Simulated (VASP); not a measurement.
Write the native input for VASP 6.6.1 that does the following.

```yaml
Task: relaxation of cell and atoms
Functional: PBE
Potentials_or_basis: VASP PAW PBE potentials, release 64 (Cu, Ru_pv)
Cutoff: 600 eV
k_mesh: 7 × 7 × 7
Occupations: methfessel-paxton, width 0.2 eV
Spin: no spin polarisation
Further_INCAR_settings: ALGO = Normal; EDIFF = 1e-07; IBRION = 2; EDIFFG = -0.01; NSW = 40; ISIF = 3
```

The structure of CuRu4 lies in POSCAR:

```
CuRu4
1.0
   -2.5560481600      2.5560481600      2.5560481600
    2.5560481600     -2.5560481600      2.5560481600
    2.5560481600      2.5560481600     -2.5560481600
Cu Ru
1 4
Direct
    0.0000000000      0.0000000000      0.0000000000
    0.0000000000      0.0000000000      0.5000000000
    0.5000000000      0.0000000000      0.0000000000
    0.0000000000      0.5000000000      0.0000000000
    0.5000000000      0.5000000000      0.5000000000
```

The cell was built by a generator and needn't be a form met in nature.

The input as run:

INCAR

```
SYSTEM = CuRu4
PREC     = Accurate       ! precision mode
ENCUT    = 600            ! plane-wave cutoff, eV
EDIFF    = 1E-7           ! SCF threshold, eV
ISMEAR   = 1              ! smearing method
SIGMA    = 0.2            ! smearing width, eV
LREAL    = .False.        ! projectors in reciprocal space
LASPH    = .True.         ! aspherical terms in the spheres
NELM     = 80             ! most SCF steps
ALGO     = Normal         ! electronic algorithm
ISIF     = 3              ! what is computed and relaxed
LWAVE    = .False.        ! write WAVECAR
LCHARG   = .False.        ! write CHGCAR
GGA      = PE             ! functional
IBRION   = 2              ! ionic algorithm
NSW      = 40             ! ionic steps
EDIFFG   = -0.01          ! ionic threshold
```

KPOINTS

```
Automatic mesh
0
Gamma
  7 7 7
  0 0 0
```

Potentials or basis: VASP PAW PBE potentials, release 64 (Cu, Ru_pv).

The run is started by

```console
$ cat potpaw_PBE.64/Cu/POTCAR potpaw_PBE.64/Ru_pv/POTCAR > POTCAR
$ mpirun -np 1 vasp_std > vasp.out
```

It gave:

```
Relaxed volume                         : 16.15 Å³/atom
Relaxed cell                           : a = 4.716 Å, b = 4.716 Å, c = 4.716 Å, α = 109.47°, β = 109.47°, γ = 109.47°
Space group after relaxing (to 0.05 Å) : Im-3m (No. 229)
Energy gained by relaxing              : 404.1 meV/atom
Ionic steps                            : 5
Pressure after relaxing                : 0.0 GPa
Band gap on the k mesh                 : none (metal or under the smearing width)
```

Caveat: the volume moved by over 15 % at a fixed basis, so the end points are rough.

Wall time 6.4 min on 1 thread of Intel(R) Xeon(R) Platinum 8259CL CPU @ 2.50GHz (Skylake/Cascade Lake), with other jobs on the host, peak memory 0.24 GiB.
